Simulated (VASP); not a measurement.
OSZICAR of a VASP run on SmSb (space group Fm-3m):

File OSZICAR:
```
       N       E                     dE             d eps       ncg     rms          rms(c)
DAV:   1     0.409269130887E+02    0.40927E+02   -0.66819E+03  1344   0.947E+02
DAV:   2    -0.582795813709E+02   -0.99206E+02   -0.95899E+02  1556   0.259E+02
DAV:   3    -0.607979559172E+02   -0.25184E+01   -0.24729E+01  1680   0.393E+01
DAV:   4    -0.608371835385E+02   -0.39228E-01   -0.39119E-01  1632   0.512E+00
DAV:   5    -0.608380594017E+02   -0.87586E-03   -0.88558E-03  1692   0.769E-01    0.458E+00
DAV:   6    -0.576432762680E+02    0.31948E+01   -0.93396E-01  1352   0.102E+01    0.277E+00
DAV:   7    -0.579251839173E+02   -0.28191E+00   -0.33286E-01  1496   0.566E+00    0.950E-01
DAV:   8    -0.574602097741E+02    0.46497E+00   -0.63791E-01  1412   0.728E+00    0.591E-01
DAV:   9    -0.575520781012E+02   -0.91868E-01   -0.16525E-02  1660   0.142E+00    0.623E-01
DAV:  10    -0.575578693198E+02   -0.57912E-02   -0.29960E-03  1596   0.428E-01    0.829E-01
DAV:  11    -0.578749092112E+02   -0.31704E+00   -0.30877E-01  1396   0.514E+00    0.133E-01
DAV:  12    -0.578629317007E+02    0.11978E-01   -0.15813E-02  1644   0.884E-01    0.139E-01
DAV:  13    -0.578791296714E+02   -0.16198E-01   -0.12305E-02  1368   0.894E-01    0.155E-01
DAV:  14    -0.578790720137E+02    0.57658E-04   -0.92566E-04  1668   0.261E-01    0.120E-01
DAV:  15    -0.578783510123E+02    0.72100E-03   -0.65226E-04  1388   0.225E-01    0.913E-02
DAV:  16    -0.578787995455E+02   -0.44853E-03   -0.15130E-03  1660   0.273E-01    0.987E-03
DAV:  17    -0.578790902605E+02   -0.29071E-03   -0.32329E-04  1500   0.148E-01    0.284E-02
DAV:  18    -0.578790955876E+02   -0.53270E-05   -0.10747E-05  2000   0.257E-02    0.274E-02
DAV:  19    -0.578790872745E+02    0.83131E-05   -0.84318E-06  1592   0.242E-02    0.115E-02
DAV:  20    -0.578790872379E+02    0.36585E-07   -0.10956E-05  1392   0.298E-02    0.564E-03
DAV:  21    -0.578790885531E+02   -0.13152E-05   -0.77609E-07  1628   0.112E-02    0.174E-03
DAV:  22    -0.578790879522E+02    0.60095E-06   -0.22698E-07  1400   0.569E-03    0.723E-04
DAV:  23    -0.578790888181E+02   -0.86599E-06   -0.17266E-07  1312   0.333E-03    0.559E-04
DAV:  24    -0.578790888487E+02   -0.30511E-07   -0.23542E-08   716   0.182E-03
   1 F= -.57879089E+02 E0= -.57879089E+02  d E =0.000000E+00
       N       E                     dE             ncg
       N       E                     dE             ncg
```

**Question.** Which electronic solver shows in the log?

**Answer.** It is blocked Davidson (ALGO = Normal, or the opening steps of other solvers). The INCAR had ALGO = Normal.

**Question.** Can the final energy be trusted as converged?

**Answer.** The run converged. It stopped with EDIFF = 1E-7, NELM = 100 (r2SCAN+rVV10, plane waves, VASP's PBE PAW potentials (set 64)). The 4f electrons are frozen in the core of the lanthanide potential, so 4f levels, which can set the real gap, and their magnetism are missing.

The structure comes from a measured SmSb entry (Fm-3m) of the Crystallography Open Database, whose conditions weren't checked. It was relaxed first.
